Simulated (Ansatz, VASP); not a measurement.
## Te3PbC: VASP beside Ansatz

```
CELL_PARAMETERS angstrom
5.02000 0.00000 0.00000
0.00000 5.02000 0.00000
0.00000 0.00000 5.02000
ATOMIC_POSITIONS crystal
Pb 0.00000 0.00000 0.00000
C 0.50000 0.50000 0.50000
Te 0.50000 0.50000 0.00000
Te 0.50000 0.00000 0.50000
Te 0.00000 0.50000 0.50000
```

The cell comes from a database or a generator and needn't be the stable form of this composition.

Alike in both runs: task single point; functional PBE; k mesh 4 × 4 × 4; occupations gaussian, width 0.05 eV; no spin polarisation.

|  | VASP | Ansatz |
| --- | --- | --- |
| version | VASP 6.6.1 | Ansatz 0.2.0 |
| potentials or method | VASP PAW PBE potentials, release 64 (Pb_d, C, Te) | scalar-relativistic, plane waves, PAW |
| plane-wave cutoff (eV) | 520 | 420 |
| valence electrons in the cell | 36 | 66 |

|  | VASP | Ansatz | Ansatz less VASP |
| --- | --- | --- | --- |
| gap on the k mesh at the Fermi level (eV) | none | none | - |
| pressure (GPa) | -1.2 | -1.1 | +0.10 |

A gap of «none» marks a metal or a gap that the smearing closes. The two sets of potentials don't hold the same shells in valence.

Spin-orbit coupling is left out, which matters for the levels of Pb, Te.
